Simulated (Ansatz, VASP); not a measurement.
# H15C8S2N3O4F2: VASP beside Ansatz

One calculation is typed for both programs; each brings its own data sets. How far apart do they land? Of the first pair: The structure shown is the start of the Ansatz relaxation below; VASP solves that cell, so the two are compared at the walk's first step.

Calculated with Ansatz 0.2.0; plane waves, with VASP 6.6.1 beside it; single point at PBE with D3(BJ).

## 1. The structure

The cell holds 170 atoms: 40 C, 15 N, 75 H, 10 S, 20 O and 10 F. Its edges and angles: a = 12.514 Å, b = 12.514 Å, c = 12.514 Å, α = 90.0°, β = 90.0°, γ = 90.0°.

## 2. Ansatz: relaxation, PBE with D3(BJ)

Ansatz runs on its default PAW (the set named soft_2) files.

The two programs are compared at the cell with which this relaxation starts, whose forces are those of its first step.

input.yaml reads:

```yaml
crystal:
  lattice:
    - [12.51389, 0.0, 0.0]
    - [0.0, 12.51389, 0.0]
    - [0.0, 0.0, 12.51389]
  atoms:
    - { symbol: C, position: [0.31558, 0.11596, 0.25005] }
    - { symbol: C, position: [0.2809, 0.21417, 0.30792] }
    - { symbol: C, position: [0.21329, 0.29094, 0.2368] }
    - { symbol: C, position: [0.12524, 0.24235, 0.17687] }
    - { symbol: "N", position: [0.06116, 0.32334, 0.12183] }
    - { symbol: C, position: [0.08686, 0.38946, 0.03913] }
    - { symbol: C, position: [0.00038, 0.45624, 0.02193] }
    - { symbol: "N", position: [0.91705, 0.42034, 0.09164] }
    - { symbol: C, position: [0.81052, 0.45721, 0.09742] }
    - { symbol: C, position: [0.96046, 0.34468, 0.14884] }
    - { symbol: H, position: [0.24384, 0.06805, 0.25121] }
    - { symbol: H, position: [0.3773, 0.07502, 0.30554] }
    - { symbol: H, position: [0.34669, 0.13244, 0.16836] }
    - { symbol: H, position: [0.24039, 0.19082, 0.3852] }
    - { symbol: H, position: [0.35557, 0.25518, 0.33086] }
    - { symbol: H, position: [0.27302, 0.34037, 0.18464] }
    - { symbol: H, position: [0.18025, 0.33778, 0.30307] }
    - { symbol: H, position: [0.06995, 0.20347, 0.23133] }
    - { symbol: H, position: [0.15292, 0.1821, 0.12524] }
    - { symbol: H, position: [0.15942, 0.38798, 0.99627] }
    - { symbol: H, position: [0.97726, 0.52514, 0.97683] }
    - { symbol: H, position: [0.7857, 0.48606, 0.0169] }
    - { symbol: H, position: [0.75906, 0.40219, 0.14326] }
    - { symbol: H, position: [0.81455, 0.52619, 0.15426] }
    - { symbol: H, position: [0.91784, 0.29421, 0.20576] }
    - { symbol: C, position: [0.38911, 0.82779, 0.00143] }
    - { symbol: C, position: [0.48325, 0.81478, 0.0818] }
    - { symbol: C, position: [0.52511, 0.70302, 0.0748] }
    - { symbol: C, position: [0.61676, 0.6955, 0.14807] }
    - { symbol: "N", position: [0.59326, 0.68146, 0.2563] }
    - { symbol: C, position: [0.56414, 0.75913, 0.32998] }
    - { symbol: C, position: [0.52873, 0.70503, 0.41729] }
    - { symbol: "N", position: [0.53599, 0.59693, 0.39406] }
    - { symbol: C, position: [0.50691, 0.51098, 0.46883] }
    - { symbol: C, position: [0.58018, 0.5841, 0.29651] }
    - { symbol: H, position: [0.34039, 0.88999, 0.03071] }
    - { symbol: H, position: [0.33038, 0.75813, 0.99029] }
    - { symbol: H, position: [0.42024, 0.83948, 0.92504] }
    - { symbol: H, position: [0.46544, 0.8443, 0.16018] }
    - { symbol: H, position: [0.54671, 0.87287, 0.05023] }
    - { symbol: H, position: [0.46416, 0.65206, 0.09473] }
    - { symbol: H, position: [0.5625, 0.68241, 0.99918] }
    - { symbol: H, position: [0.66201, 0.61888, 0.13034] }
    - { symbol: H, position: [0.67238, 0.76087, 0.14126] }
    - { symbol: H, position: [0.56919, 0.83958, 0.30139] }
    - { symbol: H, position: [0.50176, 0.72544, 0.49493] }
    - { symbol: H, position: [0.48268, 0.44026, 0.42869] }
    - { symbol: H, position: [0.57515, 0.50002, 0.52196] }
    - { symbol: H, position: [0.43871, 0.53854, 0.51965] }
    - { symbol: H, position: [0.60894, 0.50943, 0.26103] }
    - { symbol: C, position: [0.20035, 0.76147, 0.26771] }
    - { symbol: C, position: [0.09001, 0.80386, 0.26014] }
    - { symbol: C, position: [0.0132, 0.7256, 0.31042] }
    - { symbol: C, position: [0.89578, 0.76323, 0.31726] }
    - { symbol: "N", position: [0.885, 0.8548, 0.38521] }
    - { symbol: C, position: [0.82214, 0.94342, 0.36702] }
    - { symbol: C, position: [0.81436, 0.00015, 0.45654] }
    - { symbol: "N", position: [0.87062, 0.94697, 0.53428] }
    - { symbol: C, position: [0.88853, 0.96859, 0.64383] }
    - { symbol: C, position: [0.89958, 0.85467, 0.49027] }
    - { symbol: H, position: [0.21573, 0.72023, 0.34182] }
    - { symbol: H, position: [0.20795, 0.71096, 0.20744] }
    - { symbol: H, position: [0.25522, 0.82686, 0.26356] }
    - { symbol: H, position: [0.09414, 0.88722, 0.28801] }
    - { symbol: H, position: [0.0739, 0.81248, 0.1762] }
    - { symbol: H, position: [0.04444, 0.70215, 0.39121] }
    - { symbol: H, position: [0.02468, 0.64484, 0.28096] }
    - { symbol: H, position: [0.86294, 0.78768, 0.24071] }
    - { symbol: H, position: [0.84053, 0.69741, 0.3441] }
    - { symbol: H, position: [0.79511, 0.94982, 0.2883] }
    - { symbol: H, position: [0.76473, 0.06948, 0.48057] }
    - { symbol: H, position: [0.91244, 0.05585, 0.65927] }
    - { symbol: H, position: [0.8121, 0.95153, 0.68307] }
    - { symbol: H, position: [0.93954, 0.90596, 0.67407] }
    - { symbol: H, position: [0.93272, 0.78302, 0.5283] }
    - { symbol: C, position: [0.60342, 0.22581, 0.21895] }
    - { symbol: C, position: [0.62642, 0.11323, 0.17782] }
    - { symbol: C, position: [0.65194, 0.09283, 0.06325] }
    - { symbol: C, position: [0.56866, 0.12637, 0.98947] }
    - { symbol: "N", position: [0.58534, 0.10805, 0.87991] }
    - { symbol: C, position: [0.60815, 0.00515, 0.82971] }
    - { symbol: C, position: [0.59039, 0.01958, 0.7205] }
    - { symbol: "N", position: [0.57464, 0.12938, 0.7052] }
    - { symbol: C, position: [0.56252, 0.18173, 0.60446] }
    - { symbol: C, position: [0.57861, 0.18231, 0.802] }
    - { symbol: H, position: [0.56793, 0.21809, 0.29716] }
    - { symbol: H, position: [0.54868, 0.27314, 0.16794] }
    - { symbol: H, position: [0.67964, 0.26951, 0.22438] }
    - { symbol: H, position: [0.67992, 0.0786, 0.23611] }
    - { symbol: H, position: [0.55223, 0.0645, 0.18774] }
    - { symbol: H, position: [0.72728, 0.14098, 0.04802] }
    - { symbol: H, position: [0.67504, 0.00749, 0.053] }
    - { symbol: H, position: [0.50051, 0.08628, 0.00883] }
    - { symbol: H, position: [0.55568, 0.2108, 0.99918] }
    - { symbol: H, position: [0.63384, 0.93558, 0.87316] }
    - { symbol: H, position: [0.59768, 0.96253, 0.65283] }
    - { symbol: H, position: [0.62489, 0.24552, 0.60588] }
    - { symbol: H, position: [0.48579, 0.21492, 0.60268] }
    - { symbol: H, position: [0.58042, 0.131, 0.53776] }
    - { symbol: H, position: [0.56275, 0.26233, 0.81225] }
    - { symbol: C, position: [0.28141, 0.06604, 0.8995] }
    - { symbol: C, position: [0.20429, 0.11157, 0.81288] }
    - { symbol: C, position: [0.13473, 0.20386, 0.85143] }
    - { symbol: C, position: [0.05107, 0.24342, 0.77233] }
    - { symbol: "N", position: [0.10049, 0.30895, 0.68686] }
    - { symbol: C, position: [0.14428, 0.27277, 0.59095] }
    - { symbol: C, position: [0.17038, 0.36498, 0.53841] }
    - { symbol: "N", position: [0.14599, 0.4489, 0.60929] }
    - { symbol: C, position: [0.14466, 0.56423, 0.58166] }
    - { symbol: C, position: [0.10574, 0.41279, 0.69976] }
    - { symbol: H, position: [0.23592, 0.03012, 0.95745] }
    - { symbol: H, position: [0.33627, 0.12819, 0.92792] }
    - { symbol: H, position: [0.32673, 0.00684, 0.85911] }
    - { symbol: H, position: [0.15606, 0.05058, 0.77654] }
    - { symbol: H, position: [0.24687, 0.14426, 0.74022] }
    - { symbol: H, position: [0.18879, 0.26651, 0.86862] }
    - { symbol: H, position: [0.09211, 0.16648, 0.92133] }
    - { symbol: H, position: [0.00242, 0.18334, 0.73095] }
    - { symbol: H, position: [0.00012, 0.28505, 0.82007] }
    - { symbol: H, position: [0.15337, 0.18974, 0.57461] }
    - { symbol: H, position: [0.22146, 0.38877, 0.47647] }
    - { symbol: H, position: [0.18827, 0.57883, 0.51068] }
    - { symbol: H, position: [0.18329, 0.59429, 0.65382] }
    - { symbol: H, position: [0.06529, 0.59461, 0.58144] }
    - { symbol: H, position: [0.06192, 0.46101, 0.75359] }
    - { symbol: "N", position: [0.32557, 0.91415, 0.6099] }
    - { symbol: S, position: [0.38358, 0.96383, 0.51302] }
    - { symbol: O, position: [0.49445, 0.92754, 0.50109] }
    - { symbol: O, position: [0.3571, 0.07218, 0.48664] }
    - { symbol: F, position: [0.33098, 0.90282, 0.41506] }
    - { symbol: S, position: [0.21422, 0.87171, 0.58096] }
    - { symbol: O, position: [0.1389, 0.95433, 0.53983] }
    - { symbol: O, position: [0.20566, 0.77291, 0.52838] }
    - { symbol: F, position: [0.17663, 0.84971, 0.70123] }
    - { symbol: "N", position: [0.00136, 0.83081, 0.99615] }
    - { symbol: S, position: [0.97084, 0.94135, 0.04264] }
    - { symbol: O, position: [0.0588, 0.00603, 0.07992] }
    - { symbol: O, position: [0.86977, 0.93978, 0.10606] }
    - { symbol: F, position: [0.937, 0.00663, 0.94039] }
    - { symbol: S, position: [0.90613, 0.76379, 0.95321] }
    - { symbol: O, position: [0.87731, 0.67834, 0.02673] }
    - { symbol: O, position: [0.82262, 0.82329, 0.89855] }
    - { symbol: F, position: [0.95812, 0.69953, 0.85878] }
    - { symbol: "N", position: [0.69481, 0.62131, 0.82844] }
    - { symbol: S, position: [0.63029, 0.68976, 0.74597] }
    - { symbol: O, position: [0.68741, 0.7398, 0.6573] }
    - { symbol: O, position: [0.55274, 0.7672, 0.78593] }
    - { symbol: F, position: [0.55843, 0.60244, 0.68078] }
    - { symbol: S, position: [0.7448, 0.52529, 0.77096] }
    - { symbol: O, position: [0.85317, 0.50272, 0.80425] }
    - { symbol: O, position: [0.67968, 0.42958, 0.77242] }
    - { symbol: F, position: [0.76928, 0.55731, 0.64747] }
    - { symbol: "N", position: [0.87769, 0.39747, 0.52624] }
    - { symbol: S, position: [0.8433, 0.28213, 0.49085] }
    - { symbol: O, position: [0.92437, 0.22, 0.42962] }
    - { symbol: O, position: [0.7401, 0.26498, 0.44377] }
    - { symbol: F, position: [0.82363, 0.2218, 0.60215] }
    - { symbol: S, position: [0.86656, 0.46576, 0.4269] }
    - { symbol: O, position: [0.92598, 0.44219, 0.3331] }
    - { symbol: O, position: [0.75482, 0.49427, 0.40716] }
    - { symbol: F, position: [0.91945, 0.57249, 0.46144] }
    - { symbol: "N", position: [0.45573, 0.48659, 0.87418] }
    - { symbol: S, position: [0.42897, 0.44137, 0.98852] }
    - { symbol: O, position: [0.5103, 0.44967, 0.07086] }
    - { symbol: O, position: [0.36894, 0.34378, 0.98679] }
    - { symbol: F, position: [0.33687, 0.51852, 0.03291] }
    - { symbol: S, position: [0.35859, 0.4543, 0.80201] }
    - { symbol: O, position: [0.36368, 0.34929, 0.75318] }
    - { symbol: O, position: [0.25524, 0.49614, 0.83531] }
    - { symbol: F, position: [0.39436, 0.53031, 0.70445] }
kpoints:
  mp_grid: { grid: [1, 1, 1] }
hamiltonian:
  xc: pbe
  dispersion: d3bj
scf:
  occupations: { method: fixed }
output:
  forces: true
relax:
  f_tol: 0.06
  max_steps: 150
```

Started as:

```console
ansatz run input.yaml --threads 4 --pin off --max-ram 8192MiB --backend cpu --events-out ev --progress --plain --runs-dir out
```

Numbers of over 12 decimals in the logs are rounded to 6 here.

Output:

```text
Engine: ansatz 0.2.0, aarch64-unknown-linux-gnu
Pseudopotentials: kind: paw
Pseudopotential: C, paw, valence charge 4, recommended cutoff 420 eV (normal), C.paw.azcp
Pseudopotential: N, paw, valence charge 5, recommended cutoff 420 eV (normal), N.paw.azcp
Pseudopotential: H, paw, valence charge 1, recommended cutoff 420 eV (normal), H.paw.azcp
Pseudopotential: S, paw, valence charge 6, recommended cutoff 420 eV (normal), S.paw.azcp
Pseudopotential: O, paw, valence charge 6, recommended cutoff 420 eV (normal), O.paw.azcp
Pseudopotential: F, paw, valence charge 7, recommended cutoff 420 eV (normal), F.paw.azcp
Functional definition: PBE
  parameter kappa = 0.804
  parameter beta = 0.066725
  exchange = pbe_x(kappa = kappa, mu = beta*pi^2/3)
  correlation = pbe_c(beta = beta)
Crystal: 170 atoms, lattice volume = 1959.643 Å³
Basis set: ecut = 420 eV, 38401 PW (Γ), exchange–correlation on 180×180×180 points (8 copies of the dense FFT grid, shifted against one another)
Bands: 450, of which v1, the nominal top of the filled ones, is band 280 counted from 1 (279 counted from 0)
Symmetry: 1 space group operations
Space group: P1 (ITA 1), of the structure as read, at distance tolerance 1.3e-4 Å
k-points: 1
Non-local potential: C, projectors of the file, l = 0: 2, l = 1: 2, l = 2: 1
Non-local potential: N, projectors of the file, l = 0: 2, l = 1: 2, l = 2: 1
Non-local potential: H, projectors of the file, l = 0: 2, l = 1: 1
Non-local potential: S, projectors of the file, l = 0: 2, l = 1: 2, l = 2: 2
Non-local potential: O, projectors of the file, l = 0: 2, l = 1: 2, l = 2: 1
Non-local potential: F, projectors of the file, l = 0: 2, l = 1: 2, l = 2: 1
PAW form: soft (Blöchl's): semilocal exchange-correlation on the pseudo side does not see the compensation charge
PAW one-centre angular grid: C, 110 points (default); XC on 64 Gauss nodes
PAW one-centre angular grid: N, 110 points (default); XC on 64 Gauss nodes
PAW one-centre angular grid: H, 110 points (default); XC on 64 Gauss nodes
PAW one-centre angular grid: S, 110 points (default); XC on 64 Gauss nodes
PAW one-centre angular grid: O, 110 points (default); XC on 64 Gauss nodes
PAW one-centre angular grid: F, 110 points (default); XC on 64 Gauss nodes
Initial density: superposition of atomic densities (neutral atoms: chi_scale 0, normalization atom), corrected by the library's trained network
Initial wavefunctions: pseudopotential atomic-orbital guess
Functional: x = pbe(κ = 0.804, μ = 0.219515), c = pbe(β = 0.066725)
SCF iter   1: F=—  HF=-45433.199925 eV  |F-HF|=—  |Δ(HF+E_count)|=         —  Δρ=6.06e-3  dr2=1.40e0  ethr=1.77e-3  ⟨swp⟩=4.0  Hψ=1527  notcnv=0  defer=164
preconditioner: auto → Resta (q_TF=auto, 2.214 Å⁻¹)  ε∞=2.5  [insulator: Δε(μ)=3.586 eV  Ē_g=16.010 eV  n_scr=364 (ndim 8)  ℏωp=19.5 eV  f_vac=0.268  ε∞_Penn≈2.5]
SCF iter   2: F=—  HF=-45432.778240 eV  |F-HF|=—  |Δ(HF+E_count)|=   4.22e-1  Δρ=2.97e-3  dr2=3.17e-1  ethr=2.49e-4  ⟨swp⟩=3.0  Hψ=722  notcnv=0  defer=168
SCF iter   3: F=—  HF=-45432.717479 eV  |F-HF|=—  |Δ(HF+E_count)|=   6.08e-2  Δρ=1.66e-3  dr2=8.11e-2  ethr=5.66e-5  ⟨swp⟩=2.0  Hψ=529  notcnv=0  defer=84
automatic band count: iteration 3 solves 366 bands in place of 450: the levels show a gap, and the empty bands left out lie too high to hold charge; the band table lists the bands solved (type scf.n_extra_bands for more)
SCF iter   4: F=—  HF=-45432.699274 eV  |F-HF|=—  |Δ(HF+E_count)|=   1.82e-2  Δρ=7.53e-4  dr2=1.25e-2  ethr=1.45e-5  ⟨swp⟩=3.0  Hψ=642  notcnv=0  defer=84
SCF iter   5: F=—  HF=-45432.696862 eV  |F-HF|=—  |Δ(HF+E_count)|=   2.41e-3  Δρ=3.60e-4  dr2=2.41e-3  ethr=2.24e-6  ⟨swp⟩=2.0  Hψ=564  notcnv=0  defer=84
SCF iter   6: F=—  HF=-45432.696664 eV  |F-HF|=—  |Δ(HF+E_count)|=   1.99e-4  Δρ=1.41e-4  dr2=3.95e-4  ethr=4.31e-7  ⟨swp⟩=2.0  Hψ=553  notcnv=0  defer=84
SCF iter   7: F=-45432.696658 eV  HF=-45432.696658 eV  |F-HF|=5.70e-7  |Δ(HF+E_count)|=   5.26e-6  Δρ=4.12e-5  dr2=3.21e-5  ethr=1.61e-8  ⟨swp⟩=3.0  Hψ=1266  notcnv=0
SCF 1 converged in 7 iterations: F = -45432.696658 eV  dr2 = 3.21e-5
  greatest PAW one-centre occupation: 0.937 electrons in one spin orbital (limit 2), on the F atom at site 147 (counted from 0), in its partial waves of l = 0
relax step   1: F+E_penalty+E_count = -45432.69665772 eV  Δ(F+E_penalty+E_count) = +0.000e0 eV  max|allowed force component| = 4.599e0 eV/Å  Δτ_max = 0.0000 Å  (7 SCF iters, dr2 threshold 9.00e-5 eV, accepted)
Initial density: handed on by an earlier stage of this run
Initial wavefunctions: those handed on with the density
iter 1 solved again at ethr=7.16e-4 eV; its pass at ethr=3.10e-3 eV (dr2=4.01e0 eV) is discarded
SCF iter   1: F=—  HF=-45440.919943 eV  |F-HF|=—  |Δ(HF+E_count)|=         —  Δρ=2.04e-2  dr2=4.04e0  ethr=7.16e-4  ⟨swp⟩=1.0  Hψ=1344  notcnv=0  defer=81
[...]
- { symbol: H, position: [0.120881, 0.869966, 0.319238] }
    - { symbol: H, position: [0.121112, 0.840378, 0.181244] }
    - { symbol: H, position: [0.071973, 0.677921, 0.358452] }
    - { symbol: H, position: [0.071201, 0.650119, 0.221016] }
    - { symbol: H, position: [0.923847, 0.779363, 0.190634] }
    - { symbol: H, position: [0.888611, 0.673709, 0.278438] }
    - { symbol: H, position: [0.827839, 0.936783, 0.243782] }
    - { symbol: H, position: [0.784556, 0.038577, 0.438961] }
    - { symbol: H, position: [0.876491, 0.014240, 0.624432] }
    - { symbol: H, position: [0.793348, 0.899413, 0.647794] }
    - { symbol: H, position: [0.934504, 0.886509, 0.654771] }
    - { symbol: H, position: [0.963243, 0.757848, 0.497763] }
    - { symbol: C, position: [0.543781, 0.222130, 0.280757] }
    - { symbol: C, position: [0.594650, 0.120921, 0.234908] }
    - { symbol: C, position: [0.626770, 0.128698, 0.116952] }
    - { symbol: C, position: [0.529730, 0.139621, 1.044099] }
    - { symbol: N, position: [0.556191, 0.131800, 0.930010] }
    - { symbol: C, position: [0.586890, 0.039646, 0.877097] }
    - { symbol: C, position: [0.597317, 0.065441, 0.771652] }
    - { symbol: N, position: [0.573482, 0.172837, 0.762114] }
    - { symbol: C, position: [0.572808, 0.234081, 0.662679] }
    - { symbol: C, position: [0.548981, 0.211831, 0.858739] }
    - { symbol: H, position: [0.525599, 0.211186, 0.365936] }
    - { symbol: H, position: [0.468896, 0.243160, 0.240100] }
    - { symbol: H, position: [0.598689, 0.290221, 0.273270] }
    - { symbol: H, position: [0.666831, 0.102433, 0.281301] }
    - { symbol: H, position: [0.539610, 0.052963, 0.245503] }
    - { symbol: H, position: [0.680713, 0.197007, 0.104342] }
    - { symbol: H, position: [0.671824, 0.056842, 0.094225] }
    - { symbol: H, position: [0.471591, 0.076058, 0.061098] }
    - { symbol: H, position: [0.488469, 0.215890, 1.055582] }
    - { symbol: H, position: [0.599380, 0.964260, 0.917456] }
    - { symbol: H, position: [0.616175, 1.016117, 0.703173] }
    - { symbol: H, position: [0.548000, 0.315866, 0.680274] }
[...]
- { symbol: C, position: [0.252592, 0.102079, 0.931247] }
    - { symbol: C, position: [0.209577, 0.127495, 0.820206] }
    - { symbol: C, position: [0.092667, 0.162552, 0.822914] }
    - { symbol: C, position: [0.043442, 0.177578, 0.712376] }
    - { symbol: N, position: [0.098116, 0.261568, 0.650960] }
    - { symbol: C, position: [0.185545, 0.246126, 0.585376] }
    - { symbol: C, position: [0.215866, 0.344750, 0.549824] }
    - { symbol: N, position: [0.146624, 0.418336, 0.594351] }
    - { symbol: C, position: [0.151729, 0.534006, 0.579667] }
    - { symbol: C, position: [0.075785, 0.366246, 0.655499] }
[...]
- { symbol: H, position: [0.050269, 0.104230, 0.664801] }
    - { symbol: H, position: [-0.041239, 0.199718, 0.717063] }
    - { symbol: H, position: [0.217915, 0.167122, 0.570608] }
    - { symbol: H, position: [0.280547, 0.368862, 0.497871] }
    - { symbol: H, position: [0.143628, 0.552979, 0.494685] }
    - { symbol: H, position: [0.227963, 0.564160, 0.610233] }
    - { symbol: H, position: [0.086415, 0.571443, 0.623922] }
    - { symbol: H, position: [0.010227, 0.402578, 0.698913] }
    - { symbol: N, position: [0.337653, 0.863406, 0.544450] }
    - { symbol: S, position: [0.413495, 0.965231, 0.547277] }
    - { symbol: O, position: [0.523237, 0.929867, 0.550948] }
    - { symbol: O, position: [0.380416, 0.053670, 0.613839] }
    - { symbol: F, position: [0.401854, 1.012450, 0.426138] }
    - { symbol: S, position: [0.212826, 0.872842, 0.568107] }
    - { symbol: O, position: [0.160967, 0.971321, 0.536567] }
    - { symbol: O, position: [0.163130, 0.772578, 0.540154] }
    - { symbol: F, position: [0.208746, 0.874875, 0.697085] }
    - { symbol: N, position: [-0.00139273, 0.918136, 0.981878] }
    - { symbol: S, position: [0.889773, 0.976768, 0.00479198] }
    - { symbol: O, position: [-0.088380, 0.080882, 0.049068] }
    - { symbol: O, position: [0.806195, 0.912886, 0.053917] }
    - { symbol: F, position: [0.842344, 0.00213102, 0.886389] }
    - { symbol: S, position: [1.000722, 0.798796, 0.933913] }
    - { symbol: O, position: [0.962280, 0.717652, 0.00697237] }
    - { symbol: O, position: [0.971590, 0.791477, 0.822846] }
    - { symbol: F, position: [1.128101, 0.786558, 0.936932] }
    - { symbol: N, position: [0.699756, 0.602563, 0.808252] }
    - { symbol: S, position: [0.672959, 0.704510, 0.736424] }
    - { symbol: O, position: [0.730004, 0.713877, 0.636474] }
    - { symbol: O, position: [0.664019, 0.796463, 0.805249] }
    - { symbol: F, position: [0.550165, 0.680935, 0.699471] }
    - { symbol: S, position: [0.727268, 0.491427, 0.753411] }
    - { symbol: O, position: [0.723141, 0.407815, 0.832881] }
    - { symbol: O, position: [0.681505, 0.471912, 0.649396] }
    - { symbol: F, position: [0.855898, 0.503039, 0.729898] }
    - { symbol: N, position: [0.865726, 0.376799, 0.490583] }
    - { symbol: S, position: [0.854704, 0.257809, 0.452516] }
    - { symbol: O, position: [0.811048, 0.240506, 0.346645] }
    - { symbol: O, position: [0.815403, 0.193741, 0.540163] }
    - { symbol: F, position: [0.978276, 0.218038, 0.439765] }
    - { symbol: S, position: [0.886938, 0.469292, 0.405258] }
    - { symbol: O, position: [0.990317, 0.464594, 0.353895] }
    - { symbol: O, position: [0.795268, 0.497736, 0.340763] }
    - { symbol: F, position: [0.896836, 0.564425, 0.490612] }
    - { symbol: N, position: [0.436918, 0.452126, 0.914170] }
    - { symbol: S, position: [0.415412, 0.438968, 1.038163] }
    - { symbol: O, position: [0.516983, 0.444973, 0.092822] }
    - { symbol: O, position: [0.342364, 0.354736, 1.068782] }
    - { symbol: F, position: [0.353223, 0.547752, 0.072252] }
    - { symbol: S, position: [0.343527, 0.460032, 0.827340] }
    - { symbol: O, position: [0.387740, 0.432446, 0.724601] }
    - { symbol: O, position: [0.240458, 0.417737, 0.857845] }
    - { symbol: F, position: [0.324423, 0.587197, 0.821210] }
```

In the SCF lines HF is the Harris–Foulkes energy and dr2 the Hartree energy of the density residual, in eV; the loop may stop once dr2 is under the threshold and the program's other checks hold. Hψ counts applications of the Hamiltonian.

[end of part 1 of 3]

[Lines on the potential files, build, host, timing and source positions are cut from VASP's logs without a mark.]

[Logs are printed without paths, hosts, clocks, repeated set-up lines and the standing remarks that a program may print on its own settings, such as how far it seeks lower states.]

[Hosts, paths, dates, database ids (printed as entryN), source tags and the programs' standing remarks are cut or masked in the printed files.]
